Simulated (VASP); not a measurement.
Method: PBE GGA, VASP's PBE PAW potentials (set 64) (plane waves; VASP 6.6.1).

VASP input:

**KPOINTS**
```
Automatic mesh
0
Gamma
7 7 7
0 0 0
```

POSCAR:
```
Pt3Ti
1
    3.9984000000     0.0000000000     0.0000000000
    0.0000000000     3.9984000000     0.0000000000
    0.0000000000     0.0000000000     3.9984000000
Ti Pt
1 3
Direct
  0.0000000000   0.0000000000   0.0000000000
  0.0000000000   0.5000000000   0.5000000000
  0.5000000000   0.0000000000   0.5000000000
  0.5000000000   0.5000000000   0.0000000000
```

INCAR:
```
ADDGRID  =  .TRUE.
ALGO  =  Normal
EDIFF  =  1E-6
ENCUT  =  400
GGA  =  PE
ISIF  =  2
ISMEAR  =  1
LASPH  =  .TRUE.
LCHARG  =  .FALSE.
LMAXMIX  =  6
LREAL  =  .FALSE.
LWAVE  =  .FALSE.
NELM  =  100
PREC  =  Accurate
SIGMA  =  0.1
SYSTEM  =  Pt3Ti
```

POTCAR, in this order: Ti_sv Pt (PBE.64 set). Program: vasp_std.

The resulting files:

**OUTCAR**
```
 ion  position               nearest neighbor table
   1  0.000  0.000  0.000-   2 2.83   3 2.83   4 2.83   2 2.83   3 2.83   2 2.83   4 2.83   2 2.83
                             3 2.83   4 2.83   3 2.83   4 2.83
   2  0.000  0.500  0.500-   1 2.83   3 2.83   4 2.83   1 2.83   4 2.83   1 2.83   3 2.83   1 2.83
                             3 2.83   4 2.83   4 2.83   3 2.83
   3  0.500  0.000  0.500-   1 2.83   2 2.83   4 2.83   1 2.83   4 2.83   2 2.83   4 2.83   4 2.83
                             1 2.83   2 2.83   1 2.83   2 2.83
   4  0.500  0.500  0.000-   1 2.83   2 2.83   3 2.83   2 2.83   3 2.83   1 2.83   3 2.83   3 2.83
                             1 2.83   2 2.83   2 2.83   1 2.83
  LATTYP: Found a simple cubic cell.
 ALAT       =     3.9984000000
 Subroutine PRICEL returns:
 Original cell was already a primitive cell.
 Subroutine GETGRP returns: Found 48 space group operations
The static configuration has the point symmetry O_h .
The dynamic configuration has the point symmetry O_h .
 Subroutine INISYM returns: Found 48 space group operations
 Subroutine IBZKPT returns following result:
 Found     20 irreducible k-points:

 Following reciprocal coordinates:
            Coordinates               Weight
  0.000000  0.000000  0.000000      1.000000
  0.142857  0.000000  0.000000      6.000000
  0.285714  0.000000  0.000000      6.000000
  0.428571  0.000000  0.000000      6.000000
  0.142857  0.142857  0.000000     12.000000
  0.285714  0.142857  0.000000     24.000000
  0.428571  0.142857  0.000000     24.000000
  0.285714  0.285714  0.000000     12.000000
  0.428571  0.285714  0.000000     24.000000
  0.428571  0.428571  0.000000     12.000000
  0.142857  0.142857  0.142857      8.000000
  0.285714  0.142857  0.142857     24.000000
  0.428571  0.142857  0.142857     24.000000
  0.285714  0.285714  0.142857     24.000000
  0.428571  0.285714  0.142857     48.000000
  0.428571  0.428571  0.142857     24.000000
  0.285714  0.285714  0.285714      8.000000
  0.428571  0.285714  0.285714     24.000000
...
```

### OSZICAR
```
       N       E                     dE             d eps       ncg     rms          rms(c)
DAV:   1     0.331577555595E+03    0.33158E+03   -0.18005E+04  1000   0.148E+03
DAV:   2    -0.448888821969E+01   -0.33607E+03   -0.32935E+03  1082   0.396E+02
DAV:   3    -0.321018672078E+02   -0.27613E+02   -0.26300E+02  1495   0.997E+01
DAV:   4    -0.328528152497E+02   -0.75095E+00   -0.74790E+00  1175   0.175E+01
DAV:   5    -0.328789729150E+02   -0.26158E-01   -0.26136E-01  1443   0.312E+00    0.189E+01
DAV:   6    -0.312515363053E+02    0.16274E+01   -0.27906E+01  1423   0.342E+01    0.161E+01
DAV:   7    -0.303812406147E+02    0.87030E+00   -0.38379E+01  1473   0.356E+01    0.923E+00
DAV:   8    -0.296609114068E+02    0.72033E+00   -0.16950E+00  1421   0.937E+00    0.461E+00
DAV:   9    -0.295224368181E+02    0.13847E+00   -0.22374E+00  1513   0.783E+00    0.229E+00
DAV:  10    -0.294762815725E+02    0.46155E-01   -0.27272E-01  1449   0.349E+00    0.426E-01
DAV:  11    -0.294791996338E+02   -0.29181E-02   -0.53277E-03  1339   0.508E-01    0.549E-01
DAV:  12    -0.294762228449E+02    0.29768E-02   -0.21001E-02  1533   0.826E-01    0.914E-02
DAV:  13    -0.294761684870E+02    0.54358E-04   -0.39596E-04  1281   0.139E-01    0.288E-02
DAV:  14    -0.294761695248E+02   -0.10378E-05   -0.15566E-05  1321   0.275E-02    0.257E-02
DAV:  15    -0.294761639906E+02    0.55342E-05   -0.38171E-05  1481   0.384E-02    0.253E-03
DAV:  16    -0.294761642226E+02   -0.23200E-06   -0.38203E-07   602   0.501E-03
   1 F= -.29476164E+02 E0= -.29476583E+02  d E =0.125677E-02
```

File OUTCAR:
```
------------------------ aborting loop because EDIFF is reached ----------------------------------------
  FORCE on cell =-STRESS in cart. coord.  units (eV):
  Direction    XX          YY          ZZ          XY          YZ          ZX
  --------------------------------------------------------------------------------------
  Total       -3.4089936     -3.4089936     -3.4089936      0.0000000     -0.0000000      0.0000000
  in kB      -85.4433065    -85.4433065    -85.4433065      0.0000000     -0.0000000      0.0000000
  external PRESSURE =     -85.4433065 kB  Pullay stress =       0.0000000 kB
  volume of cell :       63.92
      direct lattice vectors                 reciprocal lattice vectors
     3.998400000  0.000000000  0.000000000     0.250100040  0.000000000  0.000000000
     0.000000000  3.998400000  0.000000000     0.000000000  0.250100040  0.000000000
     0.000000000  0.000000000  3.998400000     0.000000000  0.000000000  0.250100040
 POSITION                                       TOTAL-FORCE (eV/Angst)
 -----------------------------------------------------------------------------------
      0.00000      0.00000      0.00000         0.000000      0.000000      0.000000
      0.00000      1.99920      1.99920         0.000000      0.000000      0.000000
      1.99920      0.00000      1.99920         0.000000      0.000000      0.000000
      1.99920      1.99920      0.00000         0.000000      0.000000      0.000000
 -----------------------------------------------------------------------------------
    total drift:                                0.000000      0.000000      0.000000
  FREE ENERGIE OF THE ION-ELECTRON SYSTEM (eV)
  ---------------------------------------------------
  free  energy   TOTEN  =       -29.4761642226 eV

  energy  without entropy=      -29.4774209913  energy(sigma->0) =      -29.47658315
```
(Selected blocks of OUTCAR.)

The compound is Pt3Ti in the L1_2 structure. The cell was not relaxed at this level. The run is one of a series of settings (ADDGRID = .TRUE. against the base run), some of them coarse on purpose.
